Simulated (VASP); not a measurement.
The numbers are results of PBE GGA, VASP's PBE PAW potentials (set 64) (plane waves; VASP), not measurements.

The input files of a VASP run:

File KPOINTS:
```
Automatic
0
Gamma
8 8 8
0 0 0
```

### INCAR
```
ALGO = Fast
EDIFF = 1E-5
EDIFFG = -0.03
ENCUT = 400
GGA = PE
IBRION = 2
ISIF = 2
ISMEAR = 0
LASPH = .True.
LCHARG = .False.
LMAXMIX = 4
LREAL = .False.
LWAVE = .False.
NELM = 100
NELMIN = 4
NSW = 20
PREC = Normal
SIGMA = 0.05
SYSTEM = SrTiO3
```

POSCAR:
```
SrTiO3
1
    3.9477047810     0.0000000000     0.0000000000
    0.0000000000     3.9477047810     0.0000000000
    0.0000000000     0.0000000000     3.9477047810
Sr Ti O
1 1 3
Direct
  0.0000000000   0.0000000000   0.0000000000
  0.5000000000   0.5000000000   0.5000000000
  0.5000000000   0.0000000000   0.5000000000
  0.0000000000   0.5000000000   0.5000000000
  0.5000000000   0.5000000000   0.0000000000
```

POTCAR, in this order: Sr_sv Ti O (PBE.64 set). Program: vasp_std.

At this cut-off the stress carries a Pulay error, which pulls relaxed volumes low.

Question: What does the run give for the energy per atom (σ→0), pressure, band gap (on the k-mesh)?

Answer: 
- energy per atom (σ→0) = -7.950 eV/atom
- band gap (on the k-mesh) = 1.66 eV
- pressure = -4.46 GPa

File OSZICAR:
```
...
RMM:  17    -0.397490107473E+02   -0.34380E-03   -0.18074E-03  1802   0.214E-01    0.404E-01
RMM:  18    -0.397486670147E+02    0.34373E-03   -0.94879E-04  1749   0.173E-01    0.241E-01
RMM:  19    -0.397485690885E+02    0.97926E-04   -0.11341E-03  1764   0.184E-01    0.997E-02
RMM:  20    -0.397486047601E+02   -0.35672E-04   -0.33992E-04  1615   0.860E-02    0.470E-02
RMM:  21    -0.397486193831E+02   -0.14623E-04   -0.22045E-04  1597   0.796E-02    0.161E-02
RMM:  22    -0.397486284825E+02   -0.90995E-05   -0.12442E-04  1221   0.525E-02    0.239E-02
RMM:  23    -0.397486346692E+02   -0.61867E-05   -0.78230E-05  1177   0.425E-02
   1 F= -.39748635E+02 E0= -.39748635E+02  d E =-.397486E+02
```

The compound is SrTiO3 in the cubic perovskite structure, the ideal cubic form; the compound distorts at low or room temperature. It was relaxed first.
